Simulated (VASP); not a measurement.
## ZrNb (space group Cmmm): computed properties

Computed with PBEsol GGA, VASP's PBE PAW potentials (set 64) (plane waves; VASP).

```json
{
 "space_group": "Cmmm (65)",
 "cell": "a = 3.337 Å, b = 4.836 Å, c = 4.788 Å, α = 90.00°, β = 90.00°, γ = 90.00°",
 "volume_per_atom": "19.32 Å^3/atom",
 "band gap (over mesh and band path)": "none (metal, semimetal or under 0.01 eV)",
 "density": "7.91 g/cm³"
}
```

```cif
data_NbZr
_chemical_formula_sum 'Zr1 Nb1'
_space_group_name_H-M_alt 'P 1'
_space_group_IT_number 1
_cell_length_a 2.93780
_cell_length_b 2.93780
_cell_length_c 4.78811
_cell_angle_alpha 90.000
_cell_angle_beta 90.000
_cell_angle_gamma 110.783
loop_
_space_group_symop_operation_xyz
  'x, y, z'
loop_
_atom_site_label
_atom_site_type_symbol
_atom_site_fract_x
_atom_site_fract_y
_atom_site_fract_z
_atom_site_occupancy
Zr1 Zr 0.50000 0.50000 0.50000 1
Nb1 Nb 0.00000 0.00000 0.00000 1
```

The structure comes from a computed database's ZrNb entry (Cmmm); how it stands against other phases isn't given here. It was relaxed first, which changed the volume by -5 %. Symmetry was kept, so distortions that lower it aren't found. The electron count is odd and the run is not spin-polarised, which forces a metal.
